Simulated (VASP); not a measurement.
# CoSi2: structure and properties in VASP, part 7 of 8

Wanted: the relaxed cell of CoSi2 and its properties. The start is a cell from a database of measured crystal structures.

VASP 6.6.1, plane waves and PAW; the level of theory is named at each step.

Still holding for the runs below: This run allows spin, but its moments start at zero, where symmetry between the spins tends to hold them, which is where the search above led. Its electron count is odd, so without a moment it is a metal by construction. A U on the itinerant d states of such a compound is hard to justify; it moves the bands at the Fermi level.

So far. Step 9 (Bands along the symmetry lines (PBE + U)): Of the bands kept, 3 cross the Fermi level on this path. Step 10 (Total and projected DOS (PBE + U)): The finer mesh and the other smearing move the Fermi level by -0.16 eV from the 6×6×6 run, one measure of the sampling error in the zero of the bands above. Of the states within 0.3 eV of the Fermi level, the largest shares in the PAW spheres are Co d 38 %, Si p 16 % and Co p 13 %. The relaxed cell has a = 5.309 Å (conventional setting).

**11. Zone-centre phonons (PBE + U)**

Level of this step: PBE, DFT+U (Co d 4 eV), zero-moment start; plane waves and PAW (Co, Si) (VASP).

Zone-centre modes test whether the atoms sit at a minimum within this cell. IBRION = 6 takes the force constants from differences of forces between displaced cells, so the forces must be tight.

INCAR

```
SYSTEM = CoSi2
PREC = Accurate
ENCUT = 400
EDIFF = 1E-08
NELM = 100
ISMEAR = 1
SIGMA = 0.2
LREAL = .FALSE.
ALGO = Normal
GGA = PE
NBANDS = 16
ISPIN = 2
MAGMOM = 0 -0 -0
LDAU = .TRUE.
LDAUTYPE = 2
LDAUL = 2 -1
LDAUU = 4 0
LDAUJ = 0 0
LDAUPRINT = 1
LASPH = .TRUE.
LMAXMIX = 4
LORBIT = 11
LWAVE = .FALSE.
LCHARG = .FALSE.
KPAR = 8
IBRION = 6
NFREE = 2
POTIM = 0.015
ISIF = 2
NSW = 1
```

POSCAR

```
CoSi2
1.0
    0.0000000000      2.6544471679      2.6544471679
    2.6544471679      0.0000000000      2.6544471679
    2.6544471679      2.6544471679      0.0000000000
Co Si
1 2
Direct
    0.0000000000      0.0000000000      0.0000000000
    0.2500000000      0.2500000000      0.2500000000
    0.7500000000      0.7500000000      0.7500000000
```

KPOINTS

```
Automatic mesh
0
Gamma
13 13 13
0 0 0
```

PAW data sets: Co and Si (PBE family, release 64).

Run with:

```console
$ mpirun -np 8 vasp_std
```

What it wrote:

```text
[... set-up lines as in an earlier step ...]
 entering main loop
       N       E                     dE             d eps       ncg     rms          rms(c)
DAV:   1     0.550449046847E+02    0.55045E+02   -0.57588E+03  5456   0.827E+02
DAV:   2    -0.140485015777E+02   -0.69093E+02   -0.61945E+02  6152   0.181E+02
DAV:   3    -0.165607398318E+02   -0.25122E+01   -0.24843E+01  6888   0.398E+01
DAV:   4    -0.165989786110E+02   -0.38239E-01   -0.38226E-01  6456   0.479E+00
DAV:   5    -0.166000191823E+02   -0.10406E-02   -0.10405E-02  6920   0.781E-01    0.132E+01
DAV:   6    -0.178962171923E+02   -0.12962E+01   -0.11187E+01  5864   0.695E+01    0.109E+01
DAV:   7    -0.158853167977E+02    0.20109E+01   -0.54333E+00  6800   0.558E+01    0.422E+00
DAV:   8    -0.158283023759E+02    0.57014E-01   -0.30426E-01  5928   0.421E+00    0.881E-01
DAV:   9    -0.158248660990E+02    0.34363E-02   -0.21910E-02  7416   0.254E+00    0.406E-01
DAV:  10    -0.158260540071E+02   -0.11879E-02   -0.43152E-03  6472   0.796E-01    0.212E-01
DAV:  11    -0.158259090448E+02    0.14496E-03   -0.44996E-04  7032   0.362E-01    0.407E-02
DAV:  12    -0.158259209678E+02   -0.11923E-04   -0.33279E-05  7064   0.515E-02    0.102E-02
DAV:  13    -0.158259209134E+02    0.54455E-07   -0.19560E-06  7400   0.129E-02    0.526E-03
DAV:  14    -0.158259210694E+02   -0.15607E-06   -0.20623E-07  6480   0.445E-03    0.232E-03
DAV:  15    -0.158259214943E+02   -0.42482E-06   -0.12537E-07  7680   0.635E-03    0.566E-04
DAV:  16    -0.158259215379E+02   -0.43653E-07   -0.13741E-08  3952   0.108E-03    0.354E-04
DAV:  17    -0.158259215333E+02    0.46459E-08   -0.13305E-09  3312   0.413E-04
   1 F= -.15825922E+02 E0= -.15825558E+02  d E =-.109182E-02  mag=     0.0000
 Found     2 degrees of freedom:
 Finite differences POTIM= 0.01500 DOF=   2
 bond charge predicted
       N       E                     dE             d eps       ncg     rms          rms(c)
DAV:   1    -0.158242404377E+02    0.16811E-02   -0.93124E-01 12544   0.579E+00    0.132E-01
DAV:   2    -0.158247865945E+02   -0.54616E-03   -0.89013E-03 14976   0.797E-01    0.932E-02
DAV:   3    -0.158247153939E+02    0.71201E-04   -0.47436E-04 16928   0.401E-01    0.893E-02
DAV:   4    -0.158246015083E+02    0.11389E-03   -0.29492E-04 16192   0.349E-01    0.229E-02
DAV:   5    -0.158245943865E+02    0.71218E-05   -0.31966E-05 18864   0.612E-02    0.422E-03
DAV:   6    -0.158245943749E+02    0.11618E-07   -0.10185E-06 17456   0.816E-03    0.213E-03
DAV:   7    -0.158245943899E+02   -0.15034E-07   -0.93484E-08 15568   0.193E-03    0.749E-04
DAV:   8    -0.158245943898E+02    0.10823E-09   -0.13698E-08  9208   0.151E-03
   2 F= -.15824594E+02 E0= -.15824232E+02  d E =-.108620E-02  mag=    -0.0000
[...]
3 F= -.15824594E+02 E0= -.15824232E+02  d E =-.108620E-02  mag=    -0.0000
[...]
4 F= -.15824973E+02 E0= -.15824621E+02  d E =-.105658E-02  mag=     0.0000
 Finite differences progress:
  Degree of freedom:   2/  2
  Displacement:        1/  2
  Total:               3/  4
 bond charge predicted
       N       E                     dE             d eps       ncg     rms          rms(c)
DAV:   1    -0.158246904601E+02    0.28253E-03   -0.10318E-01 22768   0.193E+00    0.165E-01
DAV:   2    -0.158250095494E+02   -0.31909E-03   -0.60675E-03 29104   0.604E-01    0.895E-02
DAV:   3    -0.158249595539E+02    0.49995E-04   -0.26367E-04 26800   0.138E-01    0.191E-02
DAV:   4    -0.158249689209E+02   -0.93670E-05   -0.49321E-05 27232   0.467E-02    0.168E-02
DAV:   5    -0.158249724120E+02   -0.34911E-05   -0.32535E-06 32312   0.253E-02    0.587E-03
DAV:   6    -0.158249732216E+02   -0.80961E-06   -0.29122E-06 28760   0.334E-02    0.550E-03
DAV:   7    -0.158249729581E+02    0.26349E-06   -0.10196E-06 27736   0.205E-02    0.150E-03
DAV:   8    -0.158249730591E+02   -0.10093E-06   -0.13428E-07 33280   0.480E-03    0.359E-04
DAV:   9    -0.158249730633E+02   -0.42298E-08   -0.76139E-09 13864   0.979E-04
   5 F= -.15824973E+02 E0= -.15824621E+02  d E =-.105659E-02  mag=     0.0000
 Finite differences progress:
  Degree of freedom:   2/  2
  Displacement:        2/  2
  Total:               4/  4
```

Run time: 1.8 min. Hardware: 8 MPI ranks of Intel Xeon Platinum 8259CL at 2.50GHz (Skylake/Cascade Lake), shared host; peak memory 3.7 GiB; 11 min of CPU time.

From OUTCAR (step 11):

```text
   k-points           NKPTS =     84   k-points in BZ     NKDIM =     84   number of bands    NBANDS=     16

   NELECT =      17.0000    total number of electrons

atom =   1  type =  1  l = 2

 onsite density matrix

spin component  1

  0.7494  0.0000 -0.0000  0.0016 -0.0000
  0.0000  0.7494 -0.0004 -0.0000  0.0006
 -0.0000 -0.0004  0.8406  0.0000 -0.0000
  0.0016 -0.0000  0.0000  0.7494  0.0000
 -0.0000  0.0006 -0.0000  0.0000  0.8406

spin component  2

  0.7494 -0.0000 -0.0000  0.0016 -0.0000
 -0.0000  0.7494 -0.0004  0.0000  0.0006
 -0.0000 -0.0004  0.8406  0.0000 -0.0000
  0.0016  0.0000  0.0000  0.7494  0.0000
 -0.0000  0.0006 -0.0000  0.0000  0.8406

 occupancies and eigenvectors

  o =  0.7479  v = -0.7071  0.0000 -0.0000  0.7071 -0.0000  0.0000  0.0000  0.0000  0.0000  0.0000      0.0000  0.0000  0.0000  0.0000  0.0000  0.0000  0.0000  0.0000  0.0000  0.0000
  o =  0.7479  v =  0.0000  0.0000  0.0000  0.0000  0.0000 -0.7071 -0.0000 -0.0000  0.7071  0.0000      0.0000  0.0000  0.0000  0.0000  0.0000  0.0000  0.0000  0.0000  0.0000  0.0000
  o =  0.7494  v =  0.0000  0.0000  0.0000  0.0000  0.0000 -0.0000  1.0000  0.0041 -0.0000 -0.0071      0.0000  0.0000  0.0000  0.0000  0.0000  0.0000  0.0000  0.0000  0.0000  0.0000
  o =  0.7494  v =  0.0000  1.0000  0.0041 -0.0000 -0.0071  0.0000  0.0000  0.0000  0.0000  0.0000      0.0000  0.0000  0.0000  0.0000  0.0000  0.0000  0.0000  0.0000  0.0000  0.0000
  o =  0.7510  v =  0.0000  0.0000  0.0000  0.0000  0.0000  0.7071  0.0000  0.0000  0.7071 -0.0000      0.0000  0.0000  0.0000  0.0000  0.0000  0.0000  0.0000  0.0000  0.0000  0.0000
  o =  0.7510  v = -0.7071  0.0000  0.0000 -0.7071  0.0000  0.0000  0.0000  0.0000  0.0000  0.0000      0.0000  0.0000  0.0000  0.0000  0.0000  0.0000  0.0000  0.0000  0.0000  0.0000
  o =  0.8406  v =  0.0000  0.0000  0.8660  0.0000  0.5000  0.0000  0.0000  0.0000  0.0000  0.0000      0.0000  0.0000  0.0000  0.0000  0.0000  0.0000  0.0000  0.0000  0.0000  0.0000
  o =  0.8406  v =  0.0000  0.0000  0.0000  0.0000  0.0000 -0.0000 -0.0000  0.8660  0.0000  0.5000      0.0000  0.0000  0.0000  0.0000  0.0000  0.0000  0.0000  0.0000  0.0000  0.0000
  o =  0.8406  v =  0.0000  0.0000  0.0000  0.0000  0.0000 -0.0000  0.0082 -0.5000  0.0000  0.8660      0.0000  0.0000  0.0000  0.0000  0.0000  0.0000  0.0000  0.0000  0.0000  0.0000
  o =  0.8406  v =  0.0000  0.0082 -0.5000  0.0000  0.8660  0.0000  0.0000  0.0000  0.0000  0.0000      0.0000  0.0000  0.0000  0.0000  0.0000  0.0000  0.0000  0.0000  0.0000  0.0000

 E-fermi :  10.2836

 spin component 1
 k-point     1 :       0.0000    0.0000    0.0000
  band No.  band energies     occupation
    ...
      2       5.9789      1.00000
      3       5.9907      1.00000
      4       6.0044      1.00000
      5       7.8597      1.00000
      6       7.8601      1.00000
      7      11.3903     -0.00000
      8      13.8080     -0.00000
      9      13.8108     -0.00000
     10      13.8109     -0.00000
     11      13.9520     -0.00000
    ...

 k-point     2 :       0.0769    0.0000    0.0000
  band No.  band energies     occupation
    ...
      2       5.7796      1.00000
      3       6.0217      1.00000
      4       6.0379      1.00000
      5       7.8352      1.00000
      6       7.8352      1.00000
      7      11.4097     -0.00000
      8      12.5658     -0.00000
      9      13.1733     -0.00000
     10      13.1982     -0.00000
     11      14.6465      0.00000
    ...

  Total        0.0091031      0.0065745      0.0065745      0.0000000      0.1384337      0.0000000
  in kB        0.3898959      0.2815922      0.2815922      0.0000000      5.9292533      0.0000000
  external PRESSURE =       0.3176934 kB  Pullay stress =       0.0000000 kB

 POSITION                                       TOTAL-FORCE (eV/Angst)
 -----------------------------------------------------------------------------------
      0.00000      0.00000      0.00000        -0.088341      0.000000      0.000000
[...]
FREE ENERGIE OF THE ION-ELECTRON SYSTEM (eV)
  ---------------------------------------------------
  free  energy   TOTEN  =       -15.8249730633 eV

  energy  without entropy=      -15.8239164758  energy(sigma->0) =      -15.82462087

 Eigenvectors and eigenvalues of the dynamical matrix
 ----------------------------------------------------

   1 f  =   10.007877 THz    62.881348 2PiTHz  333.826857 cm-1    41.389237 meV
             X         Y         Z           dx          dy          dz
      0.000000  0.000000  0.000000    -0.126399   -0.025850    0.686728
      1.327224  1.327224  1.327224     0.091505    0.018714   -0.497148
      3.981671  3.981671  3.981671     0.091505    0.018714   -0.497148

   2 f  =   10.007877 THz    62.881348 2PiTHz  333.826857 cm-1    41.389237 meV
             X         Y         Z           dx          dy          dz
      0.000000  0.000000  0.000000     0.667588    0.161063    0.128939
      1.327224  1.327224  1.327224    -0.483292   -0.116600   -0.093344
      3.981671  3.981671  3.981671    -0.483292   -0.116600   -0.093344

   3 f  =   10.007877 THz    62.881348 2PiTHz  333.826857 cm-1    41.389237 meV
             X         Y         Z           dx          dy          dz
      0.000000  0.000000  0.000000    -0.163064    0.679434   -0.004438
      1.327224  1.327224  1.327224     0.118048   -0.491868    0.003213
      3.981671  3.981671  3.981671     0.118048   -0.491868    0.003213

   4 f  =    9.774310 THz    61.413800 2PiTHz  326.035884 cm-1    40.423279 meV
             X         Y         Z           dx          dy          dz
      0.000000  0.000000  0.000000     0.000000    0.000000   -0.000000
      1.327224  1.327224  1.327224    -0.103613   -0.017296   -0.699260
      3.981671  3.981671  3.981671     0.103613    0.017296    0.699260

   5 f  =    9.774310 THz    61.413800 2PiTHz  326.035884 cm-1    40.423279 meV
             X         Y         Z           dx          dy          dz
      0.000000  0.000000  0.000000     0.000000   -0.000000    0.000000
      1.327224  1.327224  1.327224     0.686627   -0.137377   -0.098343
      3.981671  3.981671  3.981671    -0.686627    0.137377    0.098343

   6 f  =    9.774310 THz    61.413800 2PiTHz  326.035884 cm-1    40.423279 meV
             X         Y         Z           dx          dy          dz
      0.000000  0.000000  0.000000     0.000000    0.000000    0.000000
      1.327224  1.327224  1.327224     0.133447    0.693418   -0.036925
      3.981671  3.981671  3.981671    -0.133447   -0.693418    0.036925

   7 f/i=    0.002430 THz     0.015268 2PiTHz    0.081055 cm-1     0.010049 meV
             X         Y         Z           dx          dy          dz
      0.000000  0.000000  0.000000    -0.710561    0.082829    0.001598
      1.327224  1.327224  1.327224    -0.490761    0.057207    0.001104
      3.981671  3.981671  3.981671    -0.490761    0.057207    0.001104

   8 f/i=    0.002430 THz     0.015268 2PiTHz    0.081055 cm-1     0.010049 meV
             X         Y         Z           dx          dy          dz
      0.000000  0.000000  0.000000    -0.082607   -0.709438    0.040414
      1.327224  1.327224  1.327224    -0.057054   -0.489986    0.027913
      3.981671  3.981671  3.981671    -0.057054   -0.489986    0.027913

   9 f/i=    0.002430 THz     0.015268 2PiTHz    0.081055 cm-1     0.010049 meV
             X         Y         Z           dx          dy          dz
      0.000000  0.000000  0.000000    -0.006264   -0.039958   -0.714229
      1.327224  1.327224  1.327224    -0.004326   -0.027598   -0.493295
      3.981671  3.981671  3.981671    -0.004326   -0.027598   -0.493295

 ELASTIC MODULI CONTR FROM IONIC RELAXATION (kBar)
 Direction    XX          YY          ZZ          XY          YZ          ZX
 --------------------------------------------------------------------------------
 XX          -0.0000     -0.0000     -0.0000     -0.0000     -0.0000     -0.0000
 YY          -0.0000     -0.0000     -0.0000     -0.0000      0.0000      0.0000
 ZZ          -0.0000     -0.0000     -0.0000     -0.0000      0.0000     -0.0000
 XY          -0.0000     -0.0000     -0.0000   -664.5647      0.0000      0.0000
 YZ          -0.0000      0.0000      0.0000      0.0000   -664.5647     -0.0000
 ZX          -0.0000      0.0000     -0.0000     -0.0000     -0.0000   -664.5647
 --------------------------------------------------------------------------------

 magnetization (x)
# of ion       s       p       d       tot
------------------------------------------
    1        0.000   0.000   0.000   0.000
    2       -0.000   0.000   0.000   0.000
    3       -0.000   0.000   0.000   0.000
--------------------------------------------------
tot          0.000   0.000   0.000   0.000

[... 6 parts as in an earlier step ...]

[... 10 further parts left out ...]
```

CONTCAR:

```
CoSi2
   1.00000000000000
     0.0000000000000000    2.6544471678999999    2.6544471678999999
     2.6544471678999999    0.0000000000000000    2.6544471678999999
     2.6544471678999999    2.6544471678999999    0.0000000000000000
  Co              Si
     1     2
Direct
     0.0000000000000000    0.0000000000000000    0.0000000000000000
     0.2528254470801667    0.2471745529198333    0.2471745529198333
     0.7500000000000000    0.7500000000000000    0.7500000000000000
```

The last energy, forces, stress and levels in OUTCAR belong to the last displaced cell, not to the cell of POSCAR.

This step gave:

```
bands                     : 16
irreducible k-points      : 84
pressure of the cell      : 0.01912 GPa
largest force of the cell : 0 eV/Å
```

Modes at Γ, with each element's share of the kinetic energy:

```tsv
mode	frequency (cm⁻¹)	symmetry	Co %	Si %
1	-0.1	acoustic	51	49
2	-0.1	acoustic	51	49
3	-0.1	acoustic	51	49
4	326.0	T2g	0	100
5	326.0	T2g	0	100
6	326.0	T2g	0	100
7	333.8	T1u	49	51
8	333.8	T1u	49	51
9	333.8	T1u	49	51
```

Displacements in mode 6 (326.0 cm⁻¹), the largest set to 1:
```
Co1  0.00  0.00  0.00
Si2 -0.15 -0.02 -1.00
Si3  0.15  0.02  1.00
```

Displacements in mode 9 (333.8 cm⁻¹), the largest set to 1:
```
Co1 -0.18 -0.04  0.95
Si2  0.18  0.04 -1.00
Si3  0.18  0.04 -1.00
```

The three acoustic modes lie within 0.1 cm⁻¹ of zero, and all others are real. By the characters of their eigenvectors the optical modes sort into (cm⁻¹) Raman active: T2g 326; infrared active: T1u 334. With a centre of inversion no mode is active in both.

(Part 7 of 8 ends here.)

[Lines on the potential files, build, host, timing and source positions are cut from VASP's logs without a mark.]

[Logs are printed without paths, hosts, clocks, repeated set-up lines and the standing remarks that a program may print on its own settings, such as how far it seeks lower states.]

[Hosts, paths, dates, database ids (printed as entryN), source tags and the programs' standing remarks are cut or masked in the printed files.]

[A measured line is paired with the nearest computed mode of its activity, which favours agreement.]

[In band tables of VASP the shares of atoms and orbitals are scaled to a sum of 1 inside the atoms' spheres.]
